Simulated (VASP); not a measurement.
Output of a VASP run:

### OSZICAR
```
       N       E                     dE             d eps       ncg     rms          rms(c)
DAV:   1     0.321158652661E+03    0.32116E+03   -0.17331E+04 16444   0.125E+03
DAV:   2    -0.199206403974E+02   -0.34108E+03   -0.33285E+03 15303   0.430E+02
DAV:   3    -0.354096223868E+02   -0.15489E+02   -0.14737E+02 19439   0.914E+01
DAV:   4    -0.356779769249E+02   -0.26835E+00   -0.26763E+00 17405   0.122E+01
DAV:   5    -0.356826703698E+02   -0.46934E-02   -0.46921E-02 19418   0.161E+00    0.340E+01
DAV:   6    -0.328076568082E+02    0.28750E+01   -0.68894E+01 18539   0.620E+01    0.124E+01
DAV:   7    -0.314982279553E+02    0.13094E+01   -0.19175E+01 17273   0.349E+01    0.829E+00
DAV:   8    -0.313464259189E+02    0.15180E+00   -0.11235E+00 17937   0.797E+00    0.190E+00
DAV:   9    -0.313508905972E+02   -0.44647E-02   -0.63022E-02 19535   0.171E+00    0.829E-01
DAV:  10    -0.313507699577E+02    0.12064E-03   -0.26615E-03 18554   0.413E-01    0.390E-01
DAV:  11    -0.313507518533E+02    0.18104E-04   -0.67870E-03 18253   0.583E-01    0.228E-01
DAV:  12    -0.313507644777E+02   -0.12624E-04   -0.14591E-03 18096   0.288E-01    0.482E-02
DAV:  13    -0.313508128716E+02   -0.48394E-04   -0.54847E-05 19241   0.574E-02    0.321E-02
DAV:  14    -0.313508324211E+02   -0.19550E-04   -0.11474E-05 14507   0.187E-02    0.270E-02
DAV:  15    -0.313508621644E+02   -0.29743E-04   -0.42183E-05 16494   0.349E-02    0.184E-02
DAV:  16    -0.313508838488E+02   -0.21684E-04   -0.58972E-05 18016   0.431E-02    0.105E-02
DAV:  17    -0.313508934606E+02   -0.96118E-05   -0.32215E-05 16107   0.312E-02    0.611E-03
DAV:  18    -0.313508967621E+02   -0.33015E-05   -0.95444E-06 15192   0.175E-02    0.381E-03
DAV:  19    -0.313508985356E+02   -0.17734E-05   -0.10654E-05 15212   0.181E-02    0.212E-03
DAV:  20    -0.313508989553E+02   -0.41973E-06   -0.21938E-06 10943   0.886E-03
   1 F= -.31350899E+02 E0= -.31350908E+02  d E =-.313509E+02  mag=     0.1642
       N       E                     dE             d eps       ncg     rms          rms(c)
DAV:   1    -0.313555084079E+02   -0.46099E-02   -0.91085E-02 15416   0.374E+00    0.695E-01
DAV:   2    -0.313530494690E+02    0.24589E-02   -0.56028E-02 16627   0.205E+00    0.438E-01
DAV:   3    -0.313510992284E+02    0.19502E-02   -0.11216E-02 16505   0.834E-01    0.810E-02
DAV:   4    -0.313510060997E+02    0.93129E-04   -0.46374E-04 18027   0.157E-01    0.241E-02
DAV:   5    -0.313510009569E+02    0.51428E-05   -0.22600E-05 17536   0.463E-02    0.175E-02
DAV:   6    -0.313509988935E+02    0.20635E-05   -0.25199E-06 14033   0.156E-02    0.468E-03
DAV:   7    -0.313509988441E+02    0.49399E-07   -0.26911E-07  8632   0.587E-03
   2 F= -.31350999E+02 E0= -.31351015E+02  d E =-.998888E-04  mag=     0.1719
```

OUTCAR:
```
------------------------ aborting loop because EDIFF is reached ----------------------------------------
  FORCE on cell =-STRESS in cart. coord.  units (eV):
  Direction    XX          YY          ZZ          XY          YZ          ZX
  --------------------------------------------------------------------------------------
  Total       -0.0729734     -0.0729734     -0.0393994      0.0000000      0.0000000      0.0000000
  in kB       -2.0950647     -2.0950647     -1.1311557      0.0000000      0.0000000      0.0000000
  external PRESSURE =      -1.7737617 kB  Pullay stress =       0.0000000 kB
  volume of cell :       55.81
      direct lattice vectors                 reciprocal lattice vectors
    -1.613724771  1.613724771  5.357461980     0.000000000  0.309842179  0.093327774
     1.613724771 -1.613724771  5.357461980     0.309842179  0.000000000  0.093327774
     1.613724771  1.613724771 -5.357461980     0.309842179  0.309842179  0.000000000
 POSITION                                       TOTAL-FORCE (eV/Angst)
 -----------------------------------------------------------------------------------
      1.61372      1.61372      2.65281         0.000000     -0.000000      0.015234
      1.61372      0.00000      5.33154        -0.000000      0.000000      0.015234
      0.00000      0.00000      1.80460         0.000000     -0.000000     -0.015234
      0.00000      1.61372      4.48333        -0.000000      0.000000     -0.015234
 -----------------------------------------------------------------------------------
    total drift:                                0.000000      0.000000     -0.000790
  FREE ENERGIE OF THE ION-ELECTRON SYSTEM (eV)
  ---------------------------------------------------
  free  energy   TOTEN  =       -31.3509988441 eV

  energy  without entropy=      -31.3510465345  energy(sigma->0) =      -31.35101474

 total charge

# of ion       s       p       d       tot
------------------------------------------
    1        2.264   6.234   3.167  11.665
    2        2.264   6.234   3.167  11.665
    3        0.797   0.921   0.000   1.718
    4        0.797   0.921   0.000   1.718
--------------------------------------------------
tot          6.121  14.311   6.335  26.767

 magnetization (x)

# of ion       s       p       d       tot
------------------------------------------
    1        0.001   0.003   0.061   0.065
    2        0.001   0.003   0.061   0.065
    3       -0.001  -0.001   0.000  -0.002
    4       -0.001  -0.001   0.000  -0.002
--------------------------------------------------
tot         -0.001   0.004   0.123   0.126

 reached required accuracy - stopping structural energy minimisation
```
(Selected blocks of OUTCAR.)

POSCAR:
```
VSi
1
   -1.6133439414     1.6133439414     5.3470118997
    1.6133439414    -1.6133439414     5.3470118997
    1.6133439414     1.6133439414    -5.3470118997
V Si
2 2
Direct
  0.7476158356   0.7476158356   0.0000000000
  0.4976158356   0.9976158356   0.5000000000
  0.1683841644   0.1683841644   0.0000000000
  0.9183841644   0.4183841644   0.5000000000
```

Q: Reconstruct the remaining input files.

A: One answer among several that fit: the input of the run itself, PBEsol GGA, plane waves, VASP's PBE PAW potentials (set 64).

**KPOINTS**
```
Automatic mesh
0
Gamma
  12 12 12
```

### INCAR
```
ISIF  =  3
LREAL  =  F
ENCUT  =  400   ! plane-wave cut-off (eV)
LWAVE  =  F
ISPIN  =  2   ! spin-polarised
EDIFF  =  1E-6   ! SCF stop (eV)
GGA  =  PS
MAGMOM  =  2*2.0 2*0.0
ALGO  =  Normal   ! blocked Davidson
NELM  =  100   ! most electronic steps
LMAXMIX  =  4   ! l cut-off of mixed one-centre charges
LORBIT  =  10
EDIFFG  =  -0.02
LCHARG  =  F
PREC  =  Accurate
NSW  =  60   ! most ionic steps
SYSTEM  =  VSi
LASPH  =  T   ! aspherical one-centre terms
IBRION  =  2   ! conjugate gradients
SIGMA  =  0.1
ISMEAR  =  1   ! Methfessel-Paxton
```

POTCAR, in this order: V_sv Si (PBE.64 set). Program: vasp_std.

The structure was generated: VSi was put into the NbAs type (I4_1md), which need not be its known phase. This run relaxes it. Symmetry was kept, so distortions that lower it aren't found. The start is the result of an earlier pass.
